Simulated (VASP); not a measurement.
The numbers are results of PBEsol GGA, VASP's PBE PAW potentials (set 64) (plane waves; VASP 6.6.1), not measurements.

A VASP calculation is set up with these files.

POSCAR:
```
Bi
1.0
  0.0000000000   2.4748667350   2.4748667350
  2.4748667350   0.0000000000   2.4748667350
  2.4748667350   2.4748667350   0.0000000000
Bi
1
Cartesian
  0.0000000000   0.0000000000   0.0000000000
```

**INCAR**
```
# general
SYSTEM =Bi
PREC   =Accurate
ENCUT  =530
LREAL  =.FALSE.   # projection in real space or not
LASPH  =.TRUE.   # aspherical one-centre terms

# electronic loop
EDIFF  =1E-7
NELM   =100   # most electronic steps
ALGO   =Normal   # blocked Davidson
LMAXMIX=4

# smearing
ISMEAR =1   # Methfessel-Paxton
SIGMA  =0.1

# functional
GGA    =PS

# ions
IBRION =6   # finite differences
NSW    =1   # most ionic steps
ISIF   =3   # ions, shape and volume
POTIM  =0.015   # step
NFREE  =2

# output
LWAVE  =.FALSE.
LCHARG =.FALSE.
```

### KPOINTS
```
Automatic mesh
0
Gamma
11 11 11
0 0 0
```

POTCAR, in this order: Bi_d (PBE.64 set). Program: vasp_std.

Output of the run:

File OUTCAR:
```
 ion  position               nearest neighbor table
   1  0.000  0.000  0.000-
  LATTYP: Found a face centered cubic cell.
 ALAT       =     4.9497334700
 Subroutine PRICEL returns:
 Original cell was already a primitive cell.
 Subroutine GETGRP returns: Found 48 space group operations
The static configuration has the point symmetry O_h .
The dynamic configuration has the point symmetry O_h .
 Subroutine INISYM returns: Found 48 space group operations
 Subroutine IBZKPT returns following result:
 Found     56 irreducible k-points:

 Following reciprocal coordinates:
            Coordinates               Weight
  0.000000  0.000000  0.000000      1.000000
  0.090909  0.000000  0.000000      8.000000
  0.181818  0.000000  0.000000      8.000000
  0.272727  0.000000  0.000000      8.000000
  0.363636  0.000000  0.000000      8.000000
  0.454545  0.000000  0.000000      8.000000
  0.090909  0.090909  0.000000      6.000000
  0.181818  0.090909  0.000000     24.000000
  0.272727  0.090909  0.000000     24.000000
  0.363636  0.090909  0.000000     24.000000
  0.454545  0.090909  0.000000     24.000000
 -0.454545  0.090909  0.000000     24.000000
 -0.363636  0.090909  0.000000     24.000000
 -0.272727  0.090909  0.000000     24.000000
 -0.181818  0.090909  0.000000     24.000000
 -0.090909  0.090909  0.000000     12.000000
  0.181818  0.181818  0.000000      6.000000
  0.272727  0.181818  0.000000     24.000000
  0.363636  0.181818  0.000000     24.000000
  0.454545  0.181818  0.000000     24.000000
 -0.454545  0.181818  0.000000     24.000000
 -0.363636  0.181818  0.000000     24.000000
 -0.272727  0.181818  0.000000     24.000000
 -0.181818  0.181818  0.000000     12.000000
  0.272727  0.272727  0.000000      6.000000
  0.363636  0.272727  0.000000     24.000000
  0.454545  0.272727  0.000000     24.000000
 -0.454545  0.272727  0.000000     24.000000
 -0.363636  0.272727  0.000000     24.000000
 -0.272727  0.272727  0.000000     12.000000
  0.363636  0.363636  0.000000      6.000000
  0.454545  0.363636  0.000000     24.000000
 -0.454545  0.363636  0.000000     24.000000
 -0.363636  0.363636  0.000000     12.000000
  0.454545  0.454545  0.000000      6.000000
 -0.454545  0.454545  0.000000     12.000000
  0.272727  0.181818  0.090909     24.000000
  0.363636  0.181818  0.090909     48.000000
  0.454545  0.181818  0.090909     48.000000
 -0.454545  0.181818  0.090909     48.000000
 Subroutine IBZKPT_HF returns following result:
   k-points           NKPTS =     56   k-points in BZ     NKDIM =     56   number of bands    NBANDS=     11
   number of dos      NEDOS =    301   number of ions     NIONS =      1
   total plane-waves  NPLWV =  21952
   dimension x,y,z NGX =    28 NGY =   28 NGZ =   28
   dimension x,y,z NGXF=    56 NGYF=   56 NGZF=   56
   ions per type =               1
   PREC   = accura    normal or accurate (medium, high low for compatibility)
   ISTART =      0    job   : 0-new  1-cont  2-samecut
   ICHARG =      2    charge: 1-file 2-atom 10-const
   ISPIN  =      1    spin polarized calculation?
   LNONCOLLINEAR =      F non collinear calculations
   LSORBIT =      F    spin-orbit coupling
   INIWAV =      1    electr: 0-lowe 1-rand  2-diag
   ENCUT  =  530.0 eV  38.95 Ry    6.24 a.u.   6.57  6.57  6.57*2*pi/ulx,y,z
   NELM   =    100;   NELMIN=  2; NELMDL= -5     # of ELM steps
   EDIFF  = 0.1E-06   stopping-criterion for ELM
   LREAL  =      F    real-space projection
   NLSPLINE    = F    spline interpolate recip. space projectors
   LMAXMIX     =    4 max onsite mixed and CHGCAR
...
```

File OSZICAR:
```
...
DAV:   5    -0.414926401978E+01    0.42484E-04   -0.72704E-04  3565   0.537E-01    0.277E-02
DAV:   6    -0.414926286989E+01    0.11499E-05   -0.67428E-05  3465   0.139E-01    0.550E-03
DAV:   7    -0.414926448658E+01   -0.16167E-05   -0.54013E-06  3125   0.455E-02    0.376E-03
DAV:   8    -0.414926380630E+01    0.68028E-06   -0.96609E-07  3092   0.208E-02    0.669E-04
DAV:   9    -0.414926376701E+01    0.39290E-07   -0.85074E-08  1521   0.398E-03
   7 F= -.41492638E+01 E0= -.41488901E+01  d E =-.112088E-02
       N       E                     dE             d eps       ncg     rms          rms(c)
DAV:   1    -0.422097719698E+01   -0.71713E-01   -0.21497E+00  9588   0.257E+01    0.135E+00
DAV:   2    -0.416637375931E+01    0.54603E-01   -0.10277E-01  9399   0.605E+00    0.666E-01
DAV:   3    -0.415006524466E+01    0.16309E-01   -0.50758E-02 12021   0.422E+00    0.139E-01
DAV:   4    -0.414997193238E+01    0.93312E-04   -0.37005E-03  9258   0.101E+00    0.514E-02
DAV:   5    -0.414988539900E+01    0.86533E-04   -0.24984E-04 10698   0.342E-01    0.138E-02
DAV:   6    -0.414988592745E+01   -0.52845E-06   -0.39779E-05  9891   0.937E-02    0.319E-03
DAV:   7    -0.414988582693E+01    0.10052E-06   -0.15917E-06 11243   0.169E-02    0.253E-03
DAV:   8    -0.414988573160E+01    0.95331E-07   -0.34397E-07  8205   0.122E-02
   8 F= -.41498857E+01 E0= -.41495717E+01  d E =-.942150E-03
       N       E                     dE             d eps       ncg     rms          rms(c)
DAV:   1    -0.420948058926E+01   -0.59595E-01   -0.10463E+00  9106   0.116E+01    0.110E+00
DAV:   2    -0.416839506552E+01    0.41086E-01   -0.51378E-02  8896   0.317E+00    0.664E-01
DAV:   3    -0.414962534849E+01    0.18770E-01   -0.33910E-02  9148   0.266E+00    0.989E-02
DAV:   4    -0.414994351859E+01   -0.31817E-03   -0.51193E-03  8588   0.935E-01    0.476E-02
DAV:   5    -0.414988427028E+01    0.59248E-04   -0.25999E-04 11785   0.356E-01    0.684E-03
DAV:   6    -0.414988553140E+01   -0.12611E-05   -0.28844E-05  9653   0.722E-02    0.321E-03
DAV:   7    -0.414988575278E+01   -0.22139E-06   -0.15057E-06 10956   0.152E-02    0.502E-04
DAV:   8    -0.414988572340E+01    0.29388E-07   -0.31357E-08  4701   0.421E-03
   9 F= -.41498857E+01 E0= -.41495717E+01  d E =-.942212E-03
       N       E                     dE             d eps       ncg     rms          rms(c)
DAV:   1    -0.421996592163E+01   -0.70080E-01   -0.94405E-01  9255   0.111E+01    0.722E-01
DAV:   2    -0.418819569485E+01    0.31770E-01   -0.31704E-02  8946   0.248E+00    0.448E-01
DAV:   3    -0.415487356384E+01    0.33322E-01   -0.16418E-02  8842   0.227E+00    0.703E-02
DAV:   4    -0.415344552430E+01    0.14280E-02   -0.27920E-03  8727   0.675E-01    0.336E-02
DAV:   5    -0.415010005160E+01    0.33455E-02   -0.26389E-04  9215   0.325E-01    0.108E-02
DAV:   6    -0.414991572337E+01    0.18433E-03   -0.53069E-05 10867   0.105E-01    0.244E-03
DAV:   7    -0.414988902890E+01    0.26694E-04   -0.26455E-06 10074   0.222E-02    0.675E-04
DAV:   8    -0.414988595629E+01    0.30726E-05   -0.13813E-07  5659   0.481E-03    0.137E-04
DAV:   9    -0.414988570038E+01    0.25591E-06   -0.19960E-08  4299   0.208E-03    0.843E-05
DAV:  10    -0.414988575894E+01   -0.58559E-07   -0.64354E-09  4185   0.122E-03
  10 F= -.41498858E+01 E0= -.41495717E+01  d E =-.942190E-03
       N       E                     dE             d eps       ncg     rms          rms(c)
DAV:   1    -0.420942143957E+01   -0.59536E-01   -0.10648E+00  9099   0.118E+01    0.110E+00
DAV:   2    -0.416840122274E+01    0.41020E-01   -0.51762E-02  8919   0.324E+00    0.664E-01
DAV:   3    -0.414964267695E+01    0.18759E-01   -0.34213E-02  9178   0.270E+00    0.995E-02
DAV:   4    -0.414994595121E+01   -0.30327E-03   -0.50005E-03  8763   0.921E-01    0.481E-02
DAV:   5    -0.414988398460E+01    0.61967E-04   -0.25710E-04 11769   0.355E-01    0.633E-03
DAV:   6    -0.414988560128E+01   -0.16167E-05   -0.29427E-05  9572   0.708E-02    0.302E-03
DAV:   7    -0.414988579108E+01   -0.18980E-06   -0.14026E-06 10424   0.142E-02    0.454E-04
DAV:   8    -0.414988576607E+01    0.25011E-07   -0.29964E-08  4722   0.299E-03
  11 F= -.41498858E+01 E0= -.41495717E+01  d E =-.942139E-03
       N       E                     dE             d eps       ncg     rms          rms(c)
DAV:   1    -0.417679108559E+01   -0.26905E-01   -0.90116E-01  9517   0.111E+01    0.729E-01
DAV:   2    -0.415921167849E+01    0.17579E-01   -0.29928E-02  8911   0.244E+00    0.448E-01
DAV:   3    -0.414962138380E+01    0.95903E-02   -0.16633E-02  9004   0.219E+00    0.766E-02
DAV:   4    -0.414971356648E+01   -0.92183E-04   -0.27783E-03  8660   0.670E-01    0.348E-02
DAV:   5    -0.414987502200E+01   -0.16146E-03   -0.27390E-04  9372   0.329E-01    0.997E-03
DAV:   6    -0.414988509236E+01   -0.10070E-04   -0.53541E-05 10014   0.970E-02    0.252E-03
DAV:   7    -0.414988640663E+01   -0.13143E-05   -0.27070E-06 10151   0.188E-02    0.553E-04
DAV:   8    -0.414988603725E+01    0.36938E-06   -0.84357E-08  5428   0.344E-03    0.194E-04
DAV:   9    -0.414988593017E+01    0.10708E-06   -0.13791E-08  4335   0.161E-03    0.690E-05
DAV:  10    -0.414988581762E+01    0.11255E-06   -0.54899E-09  4173   0.968E-04    0.152E-05
DAV:  11    -0.414988577321E+01    0.44409E-07   -0.21292E-09  4152   0.636E-04
  12 F= -.41498858E+01 E0= -.41495717E+01  d E =-.942189E-03
       N       E                     dE             d eps       ncg     rms          rms(c)
DAV:   1    -0.420939023200E+01   -0.59504E-01   -0.10886E+00  9067   0.119E+01    0.110E+00
DAV:   2    -0.416842063162E+01    0.40970E-01   -0.52052E-02  8975   0.326E+00    0.664E-01
DAV:   3    -0.414964034575E+01    0.18780E-01   -0.33906E-02  9076   0.269E+00    0.990E-02
DAV:   4    -0.414994364702E+01   -0.30330E-03   -0.49760E-03  8672   0.916E-01    0.475E-02
DAV:   5    -0.414988413109E+01    0.59516E-04   -0.25733E-04 11786   0.355E-01    0.649E-03
DAV:   6    -0.414988558349E+01   -0.14524E-05   -0.28219E-05  9463   0.695E-02    0.326E-03
DAV:   7    -0.414988579107E+01   -0.20758E-06   -0.14518E-06 11069   0.152E-02    0.555E-04
DAV:   8    -0.414988576049E+01    0.30582E-07   -0.30014E-08  4733   0.430E-03
  13 F= -.41498858E+01 E0= -.41495717E+01  d E =-.942171E-03
       N       E                     dE             d eps       ncg     rms          rms(c)
DAV:   1    -0.417459248834E+01   -0.24707E-01   -0.20359E+00  1454   0.126E+01    0.474E-01
DAV:   2    -0.416654316591E+01    0.80493E-02   -0.72250E-02  1719   0.353E+00    0.298E-01
DAV:   3    -0.414941200782E+01    0.17131E-01   -0.98546E-03  1400   0.192E+00    0.207E-02
DAV:   4    -0.414939554608E+01    0.16462E-04   -0.20425E-03  1387   0.475E-01    0.103E-02
DAV:   5    -0.414922257015E+01    0.17298E-03   -0.56860E-05  1843   0.956E-02    0.143E-03
DAV:   6    -0.414922291709E+01   -0.34694E-06   -0.94698E-07  1429   0.959E-03    0.117E-03
DAV:   7    -0.414922349127E+01   -0.57418E-06   -0.37267E-07  1274   0.115E-02    0.442E-04
DAV:   8    -0.414922341441E+01    0.76862E-07   -0.11420E-08   697   0.202E-03
  14 F= -.41492234E+01 E0= -.41488667E+01  d E =-.107025E-02
       N       E                     dE             d eps       ncg     rms          rms(c)
DAV:   1    -0.413463295772E+01    0.14591E-01   -0.62379E+00  1400   0.208E+01    0.579E-02
DAV:   2    -0.414916620920E+01   -0.14533E-01   -0.14657E-01  1664   0.465E+00    0.376E-02
DAV:   3    -0.414923194590E+01   -0.65737E-04   -0.98410E-04  1445   0.376E-01    0.226E-02
DAV:   4    -0.414922746949E+01    0.44764E-05   -0.19379E-04  1458   0.236E-01    0.944E-03
DAV:   5    -0.414922385038E+01    0.36191E-05   -0.12585E-05  1448   0.610E-02    0.303E-03
DAV:   6    -0.414922346565E+01    0.38474E-06   -0.15345E-06  1490   0.208E-02    0.369E-04
DAV:   7    -0.414922347861E+01   -0.12968E-07   -0.38779E-08   718   0.284E-03
  15 F= -.41492235E+01 E0= -.41488667E+01  d E =-.107019E-02
```

OUTCAR:
```
------------------------ aborting loop because EDIFF is reached ----------------------------------------
  FORCE on cell =-STRESS in cart. coord.  units (eV):
  Direction    XX          YY          ZZ          XY          YZ          ZX
  --------------------------------------------------------------------------------------
  Total       -0.0058853     -0.0058853     -0.0058853      0.0000000      0.0000000      0.0000000
  in kB       -0.3110258     -0.3110258     -0.3110258      0.0000000      0.0000000      0.0000000
  external PRESSURE =      -0.3110258 kB  Pullay stress =       0.0000000 kB
  volume of cell :       30.32
      direct lattice vectors                 reciprocal lattice vectors
     0.000000000  2.474866735  2.474866735    -0.202031080  0.202031080  0.202031080
     2.474866735  0.000000000  2.474866735     0.202031080 -0.202031080  0.202031080
     2.474866735  2.474866735  0.000000000     0.202031080  0.202031080 -0.202031080
 POSITION                                       TOTAL-FORCE (eV/Angst)
 -----------------------------------------------------------------------------------
     -0.01500      0.00000      0.00000        -0.000000     -0.000000      0.000000
 -----------------------------------------------------------------------------------
    total drift:                               -0.000717      0.000000      0.000000
  FREE ENERGIE OF THE ION-ELECTRON SYSTEM (eV)
  ---------------------------------------------------
  free  energy   TOTEN  =        -4.1492234786 eV

  energy  without entropy=       -4.1481532914  energy(sigma->0) =       -4.14886675

   1 f/i=    0.000000 THz     0.000000 2PiTHz    0.000000 cm-1     0.000000 meV
             X         Y         Z           dx          dy          dz
      0.000000  0.000000  0.000000     0.472211    0.881486    0.000000

   2 f/i=    0.000000 THz     0.000000 2PiTHz    0.000000 cm-1     0.000000 meV
             X         Y         Z           dx          dy          dz
      0.000000  0.000000  0.000000    -0.881486    0.472211    0.000000

   3 f/i=    0.000000 THz     0.000000 2PiTHz    0.000000 cm-1     0.000000 meV
             X         Y         Z           dx          dy          dz
      0.000000  0.000000  0.000000     0.000000    0.000000    1.000000

 ELASTIC MODULI CONTR FROM IONIC RELAXATION (kBar)
 Direction    XX          YY          ZZ          XY          YZ          ZX
 --------------------------------------------------------------------------------
 XX           0.0000      0.0000      0.0000      0.0000      0.0000      0.0000
 YY           0.0000      0.0000      0.0000      0.0000      0.0000      0.0000
 ZZ           0.0000      0.0000      0.0000      0.0000      0.0000      0.0000
 XY           0.0000      0.0000      0.0000      0.0000      0.0000      0.0000
 YZ           0.0000      0.0000      0.0000      0.0000      0.0000      0.0000
 ZX           0.0000      0.0000      0.0000      0.0000      0.0000      0.0000
 --------------------------------------------------------------------------------

 TOTAL ELASTIC MODULI (kBar)
 Direction    XX          YY          ZZ          XY          YZ          ZX
 --------------------------------------------------------------------------------
 XX         170.9535    777.9781    777.9781     -0.0000     -0.0000      0.0000
 YY         777.9781    170.9535    777.9781     -0.0000     -0.0000     -0.0000
 ZZ         777.9781    777.9781    170.9535     -0.0000     -0.0000      0.0000
 XY          -0.0000     -0.0000     -0.0000   -256.3441      0.0000      0.0000
 YZ          -0.0000     -0.0000     -0.0000      0.0000   -256.3441      0.0000
 ZX           0.0000     -0.0000      0.0000      0.0000      0.0000   -256.3441
 --------------------------------------------------------------------------------
```
(Selected blocks of OUTCAR.)

Finite-difference elastic constants of metals are sensitive to mesh and smearing; shear constants can be off by tens of GPa.

The structure was generated: Bi was put into the fcc type (Fm-3m), which need not be its known phase. It was relaxed first.
